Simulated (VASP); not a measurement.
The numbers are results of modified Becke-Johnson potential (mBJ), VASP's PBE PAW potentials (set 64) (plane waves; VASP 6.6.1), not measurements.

Input for VASP

POSCAR:
```
GaAs
1
    0.0000000000     2.8739525417     2.8739525417
    2.8739525417     0.0000000000     2.8739525417
    2.8739525417     2.8739525417     0.0000000000
Ga As
1 1
Direct
  0.0000000000   0.0000000000   0.0000000000
  0.2500000000   0.2500000000   0.2500000000
```

File KPOINTS_OPT:
```
k-points along high-symmetry lines
5
Line-mode
Reciprocal
  0.000000   0.000000   0.000000 ! GAMMA
 -0.500000  -0.500000   0.000000 ! X

 -0.500000  -0.500000   0.000000 ! X
 -0.375000  -0.375000   0.250000 ! U

 -0.375000   0.000000   0.375000 ! K
  0.000000   0.000000   0.000000 ! GAMMA

  0.000000   0.000000   0.000000 ! GAMMA
  0.000000   0.000000   0.500000 ! L

  0.000000   0.000000   0.500000 ! L
 -0.500000  -0.250000   0.250000 ! W

 -0.500000  -0.250000   0.250000 ! W
 -0.500000  -0.500000   0.000000 ! X
```

INCAR:
```
# general
SYSTEM =GaAs
PREC   =Accurate
ENCUT  =520
LREAL  =.FALSE.   # projection in real space or not
LASPH  =.TRUE.   # aspherical one-centre terms

# electronic loop
EDIFF  =1E-6   # SCF stop (eV)
NELM   =200   # most electronic steps
ALGO   =Normal
LMAXMIX=4
LMIXTAU=.TRUE.

# smearing
ISMEAR =0
SIGMA  =0.05   # width (eV)

# functional
METAGGA=MBJ

# ions
ISIF   =0

# output
LWAVE  =.FALSE.
LCHARG =.FALSE.
```

**KPOINTS**
```
Automatic
0
gamma
 6 6 6
```

POTCAR, in this order: Ga_d As (PBE.64 set). Program: vasp_std. Read from the step before: WAVECAR.

Output

OSZICAR:
```
       N       E                     dE             d eps       ncg     rms          rms(c)
DAV:   1     0.219642282286E+03    0.21964E+03   -0.22424E+00   569   0.246E+01    0.122E+00
DAV:   2     0.219611918643E+03   -0.30364E-01   -0.13139E+00   416   0.111E+01    0.281E+00
DAV:   3     0.219618314212E+03    0.63956E-02   -0.45772E-02   486   0.254E+00    0.292E+00
DAV:   4     0.219587565966E+03   -0.30748E-01   -0.33851E-02   471   0.266E+00    0.333E+00
DAV:   5     0.219855259359E+03    0.26769E+00   -0.31837E-01   577   0.984E+00    0.121E+00
DAV:   6     0.220055470642E+03    0.20021E+00   -0.40715E-02   607   0.309E+00    0.212E+00
DAV:   7     0.220227179540E+03    0.17171E+00   -0.20136E-01   624   0.902E+00    0.791E-01
DAV:   8     0.220771452987E+03    0.54427E+00   -0.16213E-01   431   0.434E+00    0.737E-01
DAV:   9     0.220754638225E+03   -0.16815E-01   -0.83850E-03   479   0.857E-01    0.835E-01
DAV:  10     0.220746147930E+03   -0.84903E-02   -0.21945E-04   491   0.120E-01    0.812E-01
DAV:  11     0.220743814832E+03   -0.23331E-02   -0.31874E-03   451   0.484E-01    0.136E+00
DAV:  12     0.220700493928E+03   -0.43321E-01   -0.61573E-03   594   0.148E+00    0.799E-01
DAV:  13     0.220675385222E+03   -0.25109E-01   -0.93575E-04   502   0.427E-01    0.585E-01
DAV:  14     0.220622010073E+03   -0.53375E-01   -0.11591E-03   644   0.629E-01    0.251E-01
DAV:  15     0.220593576623E+03   -0.28433E-01   -0.59219E-04   608   0.395E-01    0.705E-02
DAV:  16     0.220584187314E+03   -0.93893E-02   -0.11354E-04   426   0.971E-02    0.136E-02
DAV:  17     0.220581121020E+03   -0.30663E-02   -0.22105E-05   495   0.669E-02    0.427E-03
DAV:  18     0.220580397725E+03   -0.72330E-03   -0.27679E-06   428   0.271E-02    0.845E-03
DAV:  19     0.220577980574E+03   -0.24172E-02   -0.44496E-06   466   0.272E-02    0.488E-03
DAV:  20     0.220577154155E+03   -0.82642E-03   -0.13190E-06   321   0.159E-02    0.305E-04
DAV:  21     0.220577517455E+03    0.36330E-03   -0.31146E-07   213   0.950E-03    0.173E-03
DAV:  22     0.220577103051E+03   -0.41440E-03   -0.15159E-07   208   0.728E-03    0.491E-04
DAV:  23     0.220577187692E+03    0.84641E-04   -0.44085E-08   208   0.351E-03    0.966E-05
DAV:  24     0.220577208857E+03    0.21166E-04   -0.10671E-08   208   0.112E-03    0.982E-05
DAV:  25     0.220577206905E+03   -0.19526E-05   -0.16683E-09   208   0.523E-04    0.974E-05
DAV:  26     0.220577197662E+03   -0.92432E-05   -0.51495E-10   208   0.286E-04    0.885E-05
DAV:  27     0.220577174034E+03   -0.23627E-04   -0.37953E-10   208   0.242E-04    0.915E-05
DAV:  28     0.220577159500E+03   -0.14534E-04   -0.58994E-10   208   0.294E-04    0.661E-05
DAV:  29     0.220577161087E+03    0.15873E-05   -0.26053E-10   208   0.257E-04    0.232E-05
DAV:  30     0.220577162683E+03    0.15957E-05   -0.58734E-11   208   0.113E-04    0.165E-05
DAV:  31     0.220577164808E+03    0.21244E-05   -0.25236E-11   208   0.598E-05    0.101E-05
DAV:  32     0.220577165829E+03    0.10217E-05   -0.19320E-11   208   0.571E-05    0.259E-05
DAV:  33     0.220577161336E+03   -0.44930E-05   -0.89501E-12   208   0.424E-05    0.145E-05
DAV:  34     0.220577160376E+03   -0.96070E-06   -0.29718E-12   208   0.251E-05
   1 F= 0.22057716E+03 E0= 0.22057716E+03  d E =-.120811E-10
       N       E                     dE             ncg
       N       E                     dE             ncg
```

File OUTCAR:
```
------------------------ aborting loop because EDIFF is reached ----------------------------------------
  volume of cell :       47.48
      direct lattice vectors                 reciprocal lattice vectors
     0.000000000  2.873952542  2.873952542    -0.173976429  0.173976429  0.173976429
     2.873952542  0.000000000  2.873952542     0.173976429 -0.173976429  0.173976429
     2.873952542  2.873952542  0.000000000     0.173976429  0.173976429 -0.173976429
  FREE ENERGIE OF THE ION-ELECTRON SYSTEM (eV)
  ---------------------------------------------------
  free  energy   TOTEN  =       220.5771603755 eV

  energy  without entropy=      220.5771603755  energy(sigma->0) =      220.57716038

     CMBJ =    1.0000

     CMBJA=   -0.0120

     CMBJB=    1.0230

     CMBJE=    0.5000

    CMBJ =    1.2310
```
(Selected blocks of OUTCAR.)

OUTCAR:
```
 val. band max:        3.4776679936   @ k =   0.0000   0.0000   0.0000

 cond. band min:       4.6957554862   @ k =   0.0000   0.0000   0.0000


 Fermi energy:         3.6852573237

 k-point     1 :       0.0000    0.0000    0.0000
  band No.  band energies     occupation
      1     -11.4480      2.00000
      2     -11.4480      2.00000
      3     -11.4477      2.00000
      4     -11.3437      2.00000
      5     -11.3437      2.00000
      6      -8.6229      2.00000
      7       3.4771      2.00000
      8       3.4771      2.00000
      9       3.4777      2.00000
     10       4.6958      0.00000
     11       7.6649      0.00000
     12       7.6650      0.00000
     13       7.6685      0.00000

 k-point     2 :       0.1667    0.0000    0.0000
  band No.  band energies     occupation
      1     -11.4630      2.00000
      2     -11.4432      2.00000
      3     -11.4431      2.00000
      4     -11.3439      2.00000
      5     -11.3439      2.00000
      6      -8.3313      2.00000
      7       1.1321      2.00000
      8       3.1548      2.00000
      9       3.1557      2.00000
     10       5.6878      0.00000
     11       8.1659      0.00000
     12       8.1685      0.00000
     13       8.5491      0.00000

 k-point     3 :       0.3333    0.0000    0.0000
  band No.  band energies     occupation
      1     -11.4909      2.00000
      2     -11.4344      2.00000
      3     -11.4343      2.00000
      4     -11.3434      2.00000
      5     -11.3434      2.00000
      6      -7.5853      2.00000
      7      -1.3670      2.00000
      8       2.6688      2.00000
      9       2.6700      2.00000
     10       5.3426      0.00000
     11       8.5839      0.00000
     12       8.5853      0.00000
     13      11.1758      0.00000

 k-point     4 :       0.5000    0.0000    0.0000
  band No.  band energies     occupation
      1     -11.5039      2.00000
      2     -11.4305      2.00000
      3     -11.4304      2.00000
...
```

mBJ is a potential without an energy functional, so only the levels count.

The compound is GaAs in the zinc blende structure. It was relaxed first, which changed the volume by +5 %. The cell's shape comes from a PBE relaxation.
